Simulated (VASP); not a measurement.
All values below come from PBE GGA, VASP's PBE PAW potentials (set 64) (plane waves; VASP).

A VASP calculation is set up with these files.

KPOINTS:
```
Automatic
0
G
1 1 1
```

POSCAR:
```
B31N31Si
1
    7.2488848260     0.0000000000     0.0000000000
    0.0000000000     7.2488848260     0.0000000000
   -0.0000000000    -0.0000000000     7.2488848260
B N Si
31 31 1
Direct
  0.5000000000   0.0000000000   0.0000000000
  0.7501810000   0.2474870000   0.0005420000
  0.7505380000  -0.0068340000   0.2523950000
  0.0000000000   0.0000000000   0.0000000000
  0.2500000000   0.2500000000   0.0000000000
  0.5053600000   0.4942370000   0.0034100000
  0.7500000000   0.7500000000   0.0000000000
  0.2500000000   0.0000000000   0.2500000000
  0.5032540000   0.2561370000   0.2455100000
  0.7460220000   0.4949170000   0.2459710000
  0.5000320000  -0.0006070000   0.5032430000
  0.7505290000   0.2447490000   0.4952010000
  0.7500000000   0.0000000000   0.7500000000
  0.0000000000   0.5000000000   0.0000000000
  0.2500000000   0.7500000000   0.0000000000
  0.0000000000   0.2500000000   0.2500000000
  0.2479820000   0.4991580000   0.2538110000
  0.5064820000   0.7463620000   0.2485160000
  0.0000000000   0.0000000000   0.5000000000
  0.2558880000   0.2472630000   0.4996420000
  0.7487930000   0.7459130000   0.4978830000
  0.2500000000   0.0000000000   0.7500000000
  0.4996450000   0.2451930000   0.7507210000
  0.7563360000   0.4957910000   0.7502290000
  0.0000000000   0.7500000000   0.2500000000
  0.0000000000   0.5000000000   0.5000000000
  0.2500000000   0.7500000000   0.5000000000
  0.0000000000   0.2500000000   0.7500000000
  0.2500000000   0.5000000000   0.7500000000
  0.5000000000   0.7500000000   0.7500000000
  0.0000000000   0.7500000000   0.7500000000
  0.6181960000   0.1223680000   0.1313290000
  0.8711450000   0.3792390000   0.1228180000
  0.8709890000   0.1309830000   0.3732610000
  0.1250000000   0.1250000000   0.1250000000
  0.3771720000   0.3706020000   0.1225390000
  0.6189470000   0.6282020000   0.1283540000
  0.8750000000   0.8750000000   0.1250000000
  0.3818990000   0.1220660000   0.3744720000
  0.8818560000   0.6214960000   0.3696070000
  0.6266730000   0.1266750000   0.6201610000
  0.8743110000   0.3740190000   0.6282320000
  0.8750000000   0.1250000000   0.8750000000
  0.1250000000   0.6250000000   0.1250000000
  0.3750000000   0.8750000000   0.1250000000
  0.1250000000   0.3750000000   0.3750000000
  0.3767800000   0.6194400000   0.3770970000
  0.6250000000   0.8750000000   0.3750000000
  0.1250000000   0.1250000000   0.6250000000
  0.3783240000   0.3770840000   0.6217860000
  0.6191390000   0.6209370000   0.6303710000
  0.8750000000   0.8750000000   0.6250000000
  0.3750000000   0.1250000000   0.8750000000
  0.6250000000   0.3750000000   0.8750000000
  0.8750000000   0.6250000000   0.8750000000
  0.1250000000   0.8750000000   0.3750000000
  0.1250000000   0.6250000000   0.6250000000
  0.3750000000   0.8750000000   0.6250000000
  0.1250000000   0.3750000000   0.8750000000
  0.3750000000   0.6250000000   0.8750000000
  0.6250000000   0.8750000000   0.8750000000
  0.1250000000   0.8750000000   0.8750000000
  0.4984680000   0.5056050000   0.5031930000
```

**INCAR**
```
! general
SYSTEM  =  B31N31Si
PREC    =  Normal
ENCUT   =  400
LREAL   =  Auto
LASPH   =  T
ISYM    =  0

! electronic loop
EDIFF   =  1E-5
NELM    =  100
NELMIN  =  4
ALGO    =  Fast

! smearing
ISMEAR  =  0
SIGMA   =  0.05

! functional
GGA     =  PE

! ions
IBRION  =  2
NSW     =  70
ISIF    =  2
EDIFFG  =  -0.03

! output
LWAVE   =  T
LCHARG  =  F
```

POTCAR, in this order: B N Si (PBE.64 set). Program: vasp_gam.

What VASP printed:

File OUTCAR:
```
 ion  position               nearest neighbor table
   1  0.500  0.000  0.000-  32 1.56  45 1.57  53 1.57  61 1.57
   2  0.750  0.247  0.001-  43 1.56  33 1.57  54 1.58  32 1.62
   3  0.751  0.993  0.252-  48 1.53  38 1.55  34 1.59  32 1.60
   4  0.000  0.000  0.000-  35 1.57  38 1.57  43 1.57  62 1.57
   5  0.250  0.250  0.000-  36 1.55  35 1.57  53 1.57  59 1.57
   6  0.505  0.494  0.003-  54 1.54  36 1.55  37 1.56  60 1.63
   7  0.750  0.750  0.000-  38 1.57  55 1.57  61 1.57  37 1.60
   8  0.250  0.000  0.250-  35 1.57  45 1.57  56 1.57  39 1.58
   9  0.503  0.256  0.246-  36 1.52  32 1.52  39 1.61  63 2.60
  10  0.746  0.495  0.246-  33 1.52  37 1.58  40 1.62  63 2.59
  11  0.500  0.999  0.503-  39 1.55  41 1.55  58 1.55  48 1.58
  12  0.751  0.245  0.495-  34 1.49  41 1.54  42 1.62  63 2.63
  13  0.750  0.000  0.750-  43 1.57  52 1.57  61 1.57  41 1.59
  14  0.000  0.500  0.000-  33 1.56  44 1.57  55 1.57  59 1.57
  15  0.250  0.750  0.000-  44 1.57  45 1.57  60 1.57  62 1.57
  16  0.000  0.250  0.250-  34 1.55  35 1.57  46 1.57  33 1.61
  17  0.248  0.499  0.254-  46 1.54  47 1.56  44 1.58  36 1.63  63 2.56
  18  0.506  0.746  0.249-  37 1.47  48 1.56  45 1.61  47 1.61  63 2.54
  19  0.000  0.000  0.500-  49 1.57  52 1.57  56 1.57  34 1.62
  20  0.256  0.247  0.500-  50 1.57  39 1.58  49 1.58  46 1.60  63 2.57
  21  0.749  0.746  0.498-  48 1.57  52 1.60  40 1.62  51 1.62  63 2.52
  22  0.250  0.000  0.750-  49 1.57  53 1.57  58 1.57  62 1.57
  23  0.500  0.245  0.751-  53 1.55  41 1.58  54 1.59  50 1.60  63 2.60
  24  0.756  0.496  0.750-  42 1.51  55 1.56  54 1.58  51 1.60  63 2.59
  25  0.000  0.750  0.250-  40 1.53  38 1.57  44 1.57  56 1.57
  26  0.000  0.500  0.500-  40 1.55  46 1.57  57 1.57  42 1.59
  27  0.250  0.750  0.500-  56 1.57  57 1.57  58 1.57  47 1.59  63 2.53
  28  0.000  0.250  0.750-  42 1.55  43 1.57  49 1.57  59 1.57
  29  0.250  0.500  0.750-  57 1.57  59 1.57  60 1.57  50 1.59  63 2.54
  30  0.500  0.750  0.750-  51 1.54  58 1.57  60 1.57  61 1.57  63 2.52
  31  0.000  0.750  0.750-  52 1.57  55 1.57  57 1.57  62 1.57
  32  0.618  0.122  0.131-   9 1.52   1 1.56   3 1.60   2 1.62
  33  0.871  0.379  0.123-  10 1.52  14 1.56   2 1.57  16 1.61
  34  0.871  0.131  0.373-  12 1.49  16 1.55   3 1.59  19 1.62
  35  0.125  0.125  0.125-   4 1.57   5 1.57   8 1.57  16 1.57
  36  0.377  0.371  0.123-   9 1.52   5 1.55   6 1.55  17 1.63
  37  0.619  0.628  0.128-  18 1.47   6 1.56  10 1.58   7 1.60
  38  0.875  0.875  0.125-   3 1.55   4 1.57   7 1.57  25 1.57
  39  0.382  0.122  0.374-  11 1.55  20 1.58   8 1.58   9 1.61
...
```

**OSZICAR**
```
...
DAV:   1    -0.538245603879E+03   -0.24230E-01   -0.69186E+00   316   0.757E+00    0.583E-01
RMM:   2    -0.538253106863E+03   -0.75030E-02   -0.12019E-01   316   0.971E-01    0.290E-01
RMM:   3    -0.538253200583E+03   -0.93720E-04   -0.15914E-02   319   0.338E-01    0.171E-01
RMM:   4    -0.538253102484E+03    0.98099E-04   -0.29538E-03   317   0.131E-01    0.784E-02
RMM:   5    -0.538253103465E+03   -0.98048E-06   -0.55878E-04   322   0.569E-02    0.335E-02
RMM:   6    -0.538253109937E+03   -0.64724E-05   -0.13461E-04   308   0.244E-02    0.112E-02
RMM:   7    -0.538253111628E+03   -0.16905E-05   -0.23778E-05   211   0.104E-02
  12 F= -.53825311E+03 E0= -.53825311E+03  d E =-.317345E-01
       N       E                     dE             d eps       ncg     rms          rms(c)
DAV:   1    -0.538254134320E+03   -0.10244E-02   -0.18199E-01   360   0.123E+00    0.951E-02
RMM:   2    -0.538254331795E+03   -0.19747E-03   -0.31630E-03   316   0.158E-01    0.473E-02
RMM:   3    -0.538254333778E+03   -0.19826E-05   -0.41287E-04   319   0.546E-02    0.283E-02
RMM:   4    -0.538254330696E+03    0.30811E-05   -0.77959E-05   301   0.212E-02
  13 F= -.53825433E+03 E0= -.53825433E+03  d E =-.329536E-01
       N       E                     dE             d eps       ncg     rms          rms(c)
DAV:   1    -0.538263619138E+03   -0.92854E-02   -0.17579E+00   316   0.383E+00    0.294E-01
RMM:   2    -0.538265271123E+03   -0.16520E-02   -0.26411E-02   316   0.459E-01    0.144E-01
RMM:   3    -0.538265350029E+03   -0.78906E-04   -0.37377E-03   320   0.159E-01    0.950E-02
RMM:   4    -0.538265311380E+03    0.38649E-04   -0.74936E-04   316   0.634E-02    0.443E-02
RMM:   5    -0.538265317002E+03   -0.56220E-05   -0.17321E-04   321   0.295E-02    0.166E-02
RMM:   6    -0.538265319187E+03   -0.21847E-05   -0.36511E-05   223   0.125E-02
  14 F= -.53826532E+03 E0= -.53826532E+03  d E =-.109885E-01
       N       E                     dE             d eps       ncg     rms          rms(c)
DAV:   1    -0.538265366663E+03   -0.49661E-04   -0.94088E-03   368   0.280E-01    0.217E-02
RMM:   2    -0.538265376346E+03   -0.96825E-05   -0.14576E-04   316   0.343E-02    0.108E-02
RMM:   3    -0.538265376981E+03   -0.63564E-06   -0.20963E-05   202   0.119E-02    0.717E-03
RMM:   4    -0.538265376890E+03    0.91237E-07   -0.39897E-06   188   0.447E-03
  15 F= -.53826538E+03 E0= -.53826538E+03  d E =-.110462E-01
       N       E                     dE             d eps       ncg     rms          rms(c)
DAV:   1    -0.538269190529E+03   -0.38135E-02   -0.67116E-01   316   0.234E+00    0.202E-01
RMM:   2    -0.538269534729E+03   -0.34420E-03   -0.10516E-02   316   0.284E-01    0.957E-02
RMM:   3    -0.538269530456E+03    0.42730E-05   -0.15587E-03   320   0.101E-01    0.640E-02
RMM:   4    -0.538269507984E+03    0.22472E-04   -0.36547E-04   316   0.423E-02    0.275E-02
RMM:   5    -0.538269511837E+03   -0.38526E-05   -0.68850E-05   253   0.188E-02
  16 F= -.53826951E+03 E0= -.53826951E+03  d E =-.413495E-02
       N       E                     dE             d eps       ncg     rms          rms(c)
DAV:   1    -0.538269523144E+03   -0.15160E-04   -0.15549E-03   368   0.112E-01    0.102E-02
RMM:   2    -0.538269524921E+03   -0.17769E-05   -0.30836E-05   215   0.154E-02    0.509E-03
RMM:   3    -0.538269525114E+03   -0.19339E-06   -0.44937E-06   187   0.551E-03    0.353E-03
RMM:   4    -0.538269525123E+03   -0.85656E-08   -0.88233E-07   121   0.225E-03
  17 F= -.53826953E+03 E0= -.53826953E+03  d E =-.414823E-02
       N       E                     dE             d eps       ncg     rms          rms(c)
DAV:   1    -0.538271014997E+03   -0.14899E-02   -0.44962E-01   316   0.191E+00    0.178E-01
RMM:   2    -0.538271187216E+03   -0.17222E-03   -0.74316E-03   316   0.237E-01    0.796E-02
RMM:   3    -0.538271166312E+03    0.20904E-04   -0.10284E-03   320   0.831E-02    0.535E-02
RMM:   4    -0.538271138938E+03    0.27374E-04   -0.26198E-04   316   0.361E-02    0.204E-02
RMM:   5    -0.538271142138E+03   -0.32002E-05   -0.50321E-05   235   0.158E-02
  18 F= -.53827114E+03 E0= -.53827114E+03  d E =-.161702E-02
       N       E                     dE             d eps       ncg     rms          rms(c)
DAV:   1    -0.538271168428E+03   -0.29489E-04   -0.66545E-03   360   0.233E-01    0.217E-02
RMM:   2    -0.538271169948E+03   -0.15199E-05   -0.10452E-04   316   0.281E-02    0.970E-03
RMM:   3    -0.538271169297E+03    0.65039E-06   -0.13218E-05   191   0.973E-03    0.658E-03
RMM:   4    -0.538271168790E+03    0.50747E-06   -0.31829E-06   185   0.391E-03
  19 F= -.53827117E+03 E0= -.53827117E+03  d E =-.164367E-02
       N       E                     dE             d eps       ncg     rms          rms(c)
DAV:   1    -0.538271817213E+03   -0.64792E-03   -0.13540E-01   328   0.104E+00    0.117E-01
RMM:   2    -0.538271795101E+03    0.22113E-04   -0.24746E-03   316   0.134E-01    0.470E-02
RMM:   3    -0.538271772081E+03    0.23019E-04   -0.30665E-04   319   0.468E-02    0.299E-02
RMM:   4    -0.538271762267E+03    0.98144E-05   -0.92898E-05   299   0.212E-02
  20 F= -.53827176E+03 E0= -.53827176E+03  d E =-.593477E-03
       N       E                     dE             d eps       ncg     rms          rms(c)
DAV:   1    -0.538271763106E+03    0.89757E-05   -0.44176E-05   344   0.184E-02    0.532E-03
RMM:   2    -0.538271762968E+03    0.13754E-06   -0.15933E-06   183   0.349E-03    0.296E-03
RMM:   3    -0.538271762914E+03    0.54153E-07   -0.13421E-07    70   0.151E-03    0.129E-03
RMM:   4    -0.538271762915E+03   -0.13770E-08   -0.24028E-07    76   0.169E-03
  21 F= -.53827176E+03 E0= -.53827176E+03  d E =-.594126E-03
       N       E                     dE             d eps       ncg     rms          rms(c)
DAV:   1    -0.538272227935E+03   -0.46502E-03   -0.57142E-02   328   0.668E-01    0.102E-01
RMM:   2    -0.538272122924E+03    0.10501E-03   -0.11615E-03   316   0.870E-02    0.365E-02
RMM:   3    -0.538272096381E+03    0.26543E-04   -0.13671E-04   319   0.313E-02    0.209E-02
RMM:   4    -0.538272091717E+03    0.46637E-05   -0.42319E-05   242   0.144E-02
  22 F= -.53827209E+03 E0= -.53827209E+03  d E =-.328802E-03
       N       E                     dE             d eps       ncg     rms          rms(c)
DAV:   1    -0.538272108888E+03   -0.12507E-04   -0.26213E-03   368   0.143E-01    0.228E-02
RMM:   2    -0.538272104480E+03    0.44077E-05   -0.56055E-05   277   0.192E-02    0.874E-03
RMM:   3    -0.538272103345E+03    0.11356E-05   -0.67786E-06   187   0.695E-03    0.563E-03
RMM:   4    -0.538272103141E+03    0.20415E-06   -0.18761E-06   182   0.308E-03
  23 F= -.53827210E+03 E0= -.53827210E+03  d E =-.340225E-03
       N       E                     dE             d eps       ncg     rms          rms(c)
DAV:   1    -0.538272522809E+03   -0.41946E-03   -0.42962E-02   316   0.563E-01    0.106E-01
RMM:   2    -0.538272372708E+03    0.15010E-03   -0.99508E-04   316   0.768E-02    0.362E-02
RMM:   3    -0.538272339244E+03    0.33465E-04   -0.11247E-04   317   0.282E-02    0.189E-02
RMM:   4    -0.538272335112E+03    0.41319E-05   -0.35563E-05   231   0.132E-02
  24 F= -.53827234E+03 E0= -.53827234E+03  d E =-.231971E-03
       N       E                     dE             d eps       ncg     rms          rms(c)
DAV:   1    -0.538272394404E+03   -0.55161E-04   -0.81636E-03   368   0.246E-01    0.469E-02
RMM:   2    -0.538272366959E+03    0.27446E-04   -0.19543E-04   316   0.342E-02    0.163E-02
RMM:   3    -0.538272360825E+03    0.61334E-05   -0.22568E-05   201   0.125E-02    0.922E-03
RMM:   4    -0.538272360083E+03    0.74222E-06   -0.61995E-06   190   0.552E-03
  25 F= -.53827236E+03 E0= -.53827236E+03  d E =-.256942E-03
```

OUTCAR:
```
------------------------ aborting loop because EDIFF is reached ----------------------------------------
  FORCE on cell =-STRESS in cart. coord.  units (eV):
  Direction    XX          YY          ZZ          XY          YZ          ZX
  --------------------------------------------------------------------------------------
  Total       -7.0633677      4.0672586     -6.7275781     11.2844970    -11.2990691      4.9642048
  in kB      -29.7104206     17.1079815    -28.2979991     47.4656234    -47.5269176     20.8807779
  external PRESSURE =     -13.6334794 kB  Pullay stress =       0.0000000 kB
  volume of cell :      380.90
      direct lattice vectors                 reciprocal lattice vectors
     7.248884826  0.000000000  0.000000000     0.137952254  0.000000000  0.000000000
     0.000000000  7.248884826  0.000000000     0.000000000  0.137952254  0.000000000
     0.000000000  0.000000000  7.248884826     0.000000000  0.000000000  0.137952254
  FREE ENERGIE OF THE ION-ELECTRON SYSTEM (eV)
  ---------------------------------------------------
  free  energy   TOTEN  =      -538.2723600829 eV

  energy  without entropy=     -538.2723600829  energy(sigma->0) =     -538.27236008

 reached required accuracy - stopping structural energy minimisation
```
(Selected blocks of OUTCAR.)

CONTCAR:
```
B31N31Si
   1.00000000000000
     7.2488848260000003    0.0000000000000000    0.0000000000000000
     0.0000000000000000    7.2488848260000003    0.0000000000000000
     0.0000000000000000    0.0000000000000000    7.2488848260000003
  B               N               Si
    31    31     1
Direct
     0.4980889612582293    0.9992102031535260    0.9996751731195161
     0.7481011790976975    0.2533367427315938    0.0047253090745475
     0.7489742300915513    0.9987478141438555    0.2513127157460377
     0.9991438991875159    0.0010104387478118    0.0010696365839270
     0.2478795787691336    0.2480004352407024    0.0006345638772976
     0.5023336851006703    0.5012828264433378    0.9994946061835965
     0.7509199215373940    0.7528862964967757    0.9969522725944964
     0.2466784199352619    0.9984949479900289    0.2498533905521031
     0.4887430861448677    0.2345737083151516    0.2502114201307683
     0.7425462778659790    0.5240417659127283    0.2572127942592307
     0.4992382952539905    0.9946531957831419    0.5011692195564074
     0.7484009345710554    0.2355012410878293    0.5112712327966353
     0.7502619611313882    0.9984882127813098    0.7534751531735512
     0.9972554759995385    0.5006100846084738    0.0030847823414524
     0.2497168720068232    0.7489285887018626    0.9983937152602470
     0.9951380046190502    0.2533560435492740    0.2523037343180101
     0.2468365008871347    0.5006595303266280    0.2478077001144066
     0.4985279361794281    0.7525479109448761    0.2445745604001990
     0.0002843993221751    0.9995612207959166    0.5020283440857951
     0.2478586249852068    0.2480237653540478    0.5027375803399291
     0.7558493172502824    0.7527233913540733    0.5017098450132232
     0.2495171378920267    0.9979077911899239    0.7506616271754047
     0.4974623163665726    0.2478487001697297    0.7523316990220060
     0.7528247995640202    0.5006661264146638    0.7535180047730213
     0.0033010138264465    0.7528273375571194    0.2493381998985614
     0.0006505418704779    0.5012462326980559    0.4981285267099907
     0.2512172156466342    0.7467036987737102    0.4991383810559478
     0.9995683880756718    0.2480901859830465    0.7522040757108224
     0.2521237382471647    0.4977892228440827    0.7481061523653282
     0.5011776992609942    0.7466553728490893    0.7489674872476852
     0.0019194563477349    0.7490251056987477    0.7505462128125183
     0.6233264813614943    0.1253718264232835    0.1295657499730792
     0.8686854420019177    0.3788901807316207    0.1314450717157235
     0.8702931904155423    0.1256017630798433    0.3770612903002696
     0.1224818478809375    0.1263141217848283    0.1266523390647878
     0.3768404837144768    0.3749249243734432    0.1285576423483271
     0.6251703589258021    0.6344398175562679    0.1161252839756998
     0.8754677093815484    0.8769947224416920    0.1248237149996377
     0.3715721666504918    0.1186037419349475    0.3766628311126589
     0.8839736637976006    0.6343424530646042    0.3751012970271201
     0.6234471135522047    0.1182013737198541    0.6290811562478935
     0.8719332281915433    0.3750277569109651    0.6238412991180768
     0.8736789532103811    0.1262558323633565    0.8776860566163134
     0.1244102204489060    0.6250085720480227    0.1229677773628874
     0.3727080043866721    0.8767892000310659    0.1229623171891778
     0.1238400878419499    0.3745725136791327    0.3755788371365732
     0.3711404474188177    0.6266187506093467    0.3643485467875741
     0.6248738292634649    0.8736444065722602    0.3753922347815540
     0.1233184734154974    0.1233130934992422    0.6263620159539826
     0.3733773438161151    0.3665547149006893    0.6268125343705867
     0.6362701646003723    0.6266850788324918    0.6291443063459587
     0.8773421836001801    0.8768744603496204    0.6275198168212623
     0.3737339617535194    0.1232649581449415    0.8769486050096230
     0.6247176208150255    0.3745699738889616    0.8762763985545892
     0.8774449892829714    0.6251387445721334    0.8759557105029862
     0.1253646068715223    0.8770255751815861    0.3750184654727894
     0.1263683072495602    0.6230855793853004    0.6246550093325024
     0.3750278593904748    0.8711298682128086    0.6251929385896933
     0.1236502547383980    0.3747870609865246    0.8767791307485729
     0.3756610378116552    0.6230140986373431    0.8738409590262939
     0.6252808304707254    0.8768834549450000    0.8748591504443494
     0.1250687241791840    0.8748665231382424    0.8752335863025065
     0.5509315452689029    0.4692887193594469    0.4502038104742969
```

At this cut-off the stress carries a Pulay error, which pulls relaxed volumes low. The supercell is sampled at Γ alone, which is coarse: total energies, pressure and levels can be off, energies of defects by several tenths of an eV.

The cell is a supercell with a defect, built from BN (zinc blende): Si_B-vac_N. The run is not spin-polarised, so no state with unpaired spins was tried.
